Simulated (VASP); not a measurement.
OSZICAR of a VASP run on AlRu:

**OSZICAR**
```
       N       E                     dE             d eps       ncg     rms          rms(c)
DAV:   1     0.440085452678E+04    0.44009E+04   -0.22111E+05  2544   0.138E+03
DAV:   2    -0.190618623317E+03   -0.45915E+04   -0.43967E+04  2380   0.449E+02
DAV:   3    -0.448748410138E+03   -0.25813E+03   -0.24283E+03  2509   0.965E+01
DAV:   4    -0.456185081862E+03   -0.74367E+01   -0.73817E+01  2421   0.151E+01
DAV:   5    -0.456377797931E+03   -0.19272E+00   -0.19261E+00  2776   0.227E+00    0.695E+01
DAV:   6    -0.439438553352E+03    0.16939E+02   -0.13836E+02  2341   0.257E+01    0.127E+01
DAV:   7    -0.437472952884E+03    0.19656E+01   -0.14222E+01  2344   0.846E+00    0.127E+01
DAV:   8    -0.436860400894E+03    0.61255E+00   -0.11369E+00  2312   0.248E+00    0.152E+00
DAV:   9    -0.436845854035E+03    0.14547E-01   -0.28218E-02  2408   0.333E-01    0.764E-01
DAV:  10    -0.436845785192E+03    0.68842E-04   -0.33059E-03  2592   0.150E-01    0.243E-01
DAV:  11    -0.436845450448E+03    0.33474E-03   -0.28398E-03  2352   0.125E-01    0.513E-02
DAV:  12    -0.436845428975E+03    0.21473E-04   -0.84298E-05  2336   0.192E-02    0.157E-02
DAV:  13    -0.436845426882E+03    0.20929E-05   -0.95193E-06  2624   0.546E-03    0.445E-03
DAV:  14    -0.436845426843E+03    0.39377E-07   -0.16687E-07  1472   0.725E-04
   1 F= -.43684543E+03 E0= -.43683185E+03  d E =-.407449E-01
 Found     2 degrees of freedom:
       N       E                     dE             d eps       ncg     rms          rms(c)
DAV:   1    -0.436844568301E+03    0.85858E-03   -0.31784E-02  3356   0.286E-01    0.120E-01
DAV:   2    -0.436845639804E+03   -0.10715E-02   -0.55035E-03  3824   0.353E-01    0.313E-01
DAV:   3    -0.436844334001E+03    0.13058E-02   -0.26907E-03  3960   0.248E-01    0.651E-02
DAV:   4    -0.436844351721E+03   -0.17719E-04   -0.35112E-04  3728   0.789E-02    0.539E-02
DAV:   5    -0.436844316236E+03    0.35484E-04   -0.11861E-04  3752   0.544E-02    0.164E-02
DAV:   6    -0.436844316412E+03   -0.17559E-06   -0.28981E-05  3776   0.262E-02    0.153E-02
DAV:   7    -0.436844313385E+03    0.30271E-05   -0.82606E-06  3776   0.152E-02    0.566E-03
DAV:   8    -0.436844313591E+03   -0.20656E-06   -0.18888E-06  3712   0.625E-03    0.570E-03
DAV:   9    -0.436844313289E+03    0.30283E-06   -0.72803E-07  3064   0.438E-03    0.108E-03
DAV:  10    -0.436844313288E+03    0.17462E-09   -0.71179E-08  1832   0.793E-04
   2 F= -.43684431E+03 E0= -.43683073E+03  d E =-.407372E-01
       N       E                     dE             d eps       ncg     rms          rms(c)
DAV:   1    -0.436845376407E+03   -0.10631E-02   -0.10946E-01  3322   0.522E-01    0.240E-01
DAV:   2    -0.436849629731E+03   -0.42533E-02   -0.20607E-02  3800   0.691E-01    0.626E-01
DAV:   3    -0.436844395157E+03    0.52346E-02   -0.99712E-03  3951   0.464E-01    0.130E-01
DAV:   4    -0.436844469658E+03   -0.74500E-04   -0.14300E-03  3704   0.158E-01    0.108E-01
DAV:   5    -0.436844325832E+03    0.14383E-03   -0.48788E-04  3712   0.109E-01    0.328E-02
DAV:   6    -0.436844324532E+03    0.12993E-05   -0.11242E-04  3744   0.518E-02    0.292E-02
DAV:   7    -0.436844315093E+03    0.94393E-05   -0.34859E-05  3744   0.301E-02    0.147E-02
DAV:   8    -0.436844313702E+03    0.13913E-05   -0.90128E-06  3856   0.143E-02    0.928E-03
DAV:   9    -0.436844313301E+03    0.40097E-06   -0.15093E-06  3824   0.562E-03    0.206E-03
DAV:  10    -0.436844313320E+03   -0.18983E-07   -0.23635E-07  2432   0.206E-03
   3 F= -.43684431E+03 E0= -.43683073E+03  d E =-.407372E-01
       N       E                     dE             d eps       ncg     rms          rms(c)
DAV:   1    -0.436834321122E+03    0.99922E-02   -0.18416E+00  3656   0.586E+00    0.225E-01
DAV:   2    -0.436845025650E+03   -0.10705E-01   -0.10560E-01  3372   0.848E-01    0.292E-01
DAV:   3    -0.436844193799E+03    0.83185E-03   -0.42678E-03  3800   0.286E-01    0.114E-01
DAV:   4    -0.436844047802E+03    0.14600E-03   -0.49974E-04  3656   0.822E-02    0.654E-02
DAV:   5    -0.436844048790E+03   -0.98817E-06   -0.23946E-04  3832   0.821E-02    0.695E-02
DAV:   6    -0.436843971526E+03    0.77265E-04   -0.14453E-04  3808   0.603E-02    0.180E-02
DAV:   7    -0.436843965546E+03    0.59801E-05   -0.37766E-05  3656   0.242E-02    0.176E-02
DAV:   8    -0.436843959532E+03    0.60136E-05   -0.13608E-05  3760   0.181E-02    0.628E-03
DAV:   9    -0.436843958069E+03    0.14634E-05   -0.34995E-06  3704   0.800E-03    0.519E-03
DAV:  10    -0.436843955719E+03    0.23497E-05   -0.22409E-06  3584   0.593E-03    0.151E-03
DAV:  11    -0.436843954822E+03    0.89641E-06   -0.11055E-06  3192   0.341E-03    0.150E-03
DAV:  12    -0.436843954663E+03    0.15902E-06   -0.24251E-07  2360   0.198E-03    0.595E-04
DAV:  13    -0.436843954449E+03    0.21483E-06   -0.25296E-07  2592   0.178E-03    0.601E-04
DAV:  14    -0.436843954416E+03    0.32836E-07   -0.67876E-08  1824   0.897E-04
   4 F= -.43684395E+03 E0= -.43683039E+03  d E =-.406847E-01
       N       E                     dE             d eps       ncg     rms          rms(c)
DAV:   1    -0.436811074632E+03    0.32880E-01   -0.62158E+00  3656   0.978E+00    0.357E-01
DAV:   2    -0.436844267563E+03   -0.33193E-01   -0.34214E-01  3356   0.138E+00    0.207E-01
DAV:   3    -0.436844491024E+03   -0.22346E-03   -0.54131E-03  3944   0.256E-01    0.197E-01
DAV:   4    -0.436844080115E+03    0.41091E-03   -0.14845E-03  3880   0.175E-01    0.108E-01
DAV:   5    -0.436844101906E+03   -0.21791E-04   -0.68615E-04  3768   0.117E-01    0.108E-01
DAV:   6    -0.436843959556E+03    0.14235E-03   -0.41315E-04  3768   0.104E-01    0.300E-02
DAV:   7    -0.436843963743E+03   -0.41873E-05   -0.86196E-05  3736   0.444E-02    0.268E-02
DAV:   8    -0.436843954574E+03    0.91688E-05   -0.25138E-05  3752   0.278E-02    0.792E-03
DAV:   9    -0.436843955407E+03   -0.83260E-06   -0.42262E-06  3744   0.875E-03    0.903E-03
DAV:  10    -0.436843954481E+03    0.92595E-06   -0.25159E-06  3896   0.810E-03    0.280E-03
DAV:  11    -0.436843954459E+03    0.21944E-07   -0.33509E-07  2896   0.231E-03
   5 F= -.43684395E+03 E0= -.43683039E+03  d E =-.406846E-01
```

Question: Which electronic solver shows in the log?

Answer: It is blocked Davidson (ALGO = Normal, or the opening steps of other solvers). The INCAR had ALGO = Normal.

Question: Can the final energy be trusted as converged?

Answer: Self-consistency was reached. It stopped with EDIFF = 1E-7, NELM = 100 (LDA (Ceperley-Alder, Perdew-Zunger), plane waves, VASP's LDA PAW potentials (set 64)).

The cell is a supercell, built from a database entry that may be metastable or hypothetical.
